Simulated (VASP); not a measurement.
OSZICAR of a VASP run on Rb (bcc):

File OSZICAR:
```
       N       E                     dE             d eps       ncg     rms          rms(c)
DAV:   1     0.496910420997E+02    0.49691E+02   -0.33148E+03   560   0.819E+02
DAV:   2     0.214905053330E+01   -0.47542E+02   -0.46904E+02   640   0.140E+02
DAV:   3    -0.743808865121E+00   -0.28929E+01   -0.28907E+01   712   0.406E+01
DAV:   4    -0.828878608894E+00   -0.85070E-01   -0.85166E-01  1000   0.583E+00
DAV:   5    -0.829202686063E+00   -0.32408E-03   -0.32408E-03   760   0.332E-01    0.129E+00
DAV:   6    -0.832477347691E+00   -0.32747E-02   -0.19722E-03   904   0.322E-01    0.766E-01
DAV:   7    -0.835535004535E+00   -0.30577E-02   -0.42833E-03   608   0.494E-01    0.439E-02
DAV:   8    -0.835799886960E+00   -0.26488E-03   -0.25277E-04   880   0.142E-01    0.171E-02
DAV:   9    -0.835811668333E+00   -0.11781E-04   -0.14291E-05   904   0.295E-02    0.448E-03
DAV:  10    -0.835811551996E+00    0.11634E-06   -0.24792E-06   816   0.106E-02    0.950E-04
DAV:  11    -0.835811586382E+00   -0.34386E-07   -0.67178E-08   712   0.220E-03
   1 F= -.83581159E+00 E0= -.83556781E+00  d E =-.731335E-03
```

**Question.** Which electronic solver shows in the log?

**Answer.** It is blocked Davidson (ALGO = Normal, or the opening steps of other solvers). The INCAR had ALGO = Normal.

**Question.** Can the final energy be trusted as converged?

**Answer.** The run converged. It stopped with EDIFF = 1E-7, NELM = 100 (revPBE GGA, plane waves, VASP's PBE PAW potentials (set 64)).

The compound is Rb in the bcc structure. This cell is one point of a volume scan, at 0.97 of the reference volume.
